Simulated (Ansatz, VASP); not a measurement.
# Hg2Sb in VASP and in Ansatz

```
Hg Sb
1.0
     2.40007    1.38568    4.48830
    -2.40007    1.38568    4.48830
     0.00000   -2.77136    4.48830
Hg Sb
2 1
Cartesian
  0.0000 0.0000 10.2952
  0.0000 0.0000 3.1697
  0.0000 0.0000 0.0000
```

Alike in both runs: functional PBE; k mesh 6 × 6 × 6; occupations gaussian, width 0.1 eV; no spin polarisation.

Ansatz relaxed the structure, and its values are those at the end. VASP's run is a single point on that final structure, the one shown.

```csv
,VASP,Ansatz
version,VASP 6.6.1,Ansatz 0.2.0
potentials or method,"VASP PAW PBE potentials, release 64 (Hg, Sb)","scalar-relativistic, plane waves, PAW"
plane-wave cutoff (eV),520,420
valence electrons in the cell,29,55
```

|  | VASP | Ansatz | Ansatz less VASP |
| --- | --- | --- | --- |
| gap on the k mesh at the Fermi level (eV) | none | none | - |
| pressure (GPa) | 0.0 | -0.1 | -0.04 |
| rms of the force components (eV/Å) | 0.004 | 0.002 | -0.0019 |

A gap of «none» marks a metal or a gap that the smearing closes. The two sets of potentials don't hold the same shells in valence.

Spin-orbit coupling is left out, which matters for the levels of Hg, Sb.
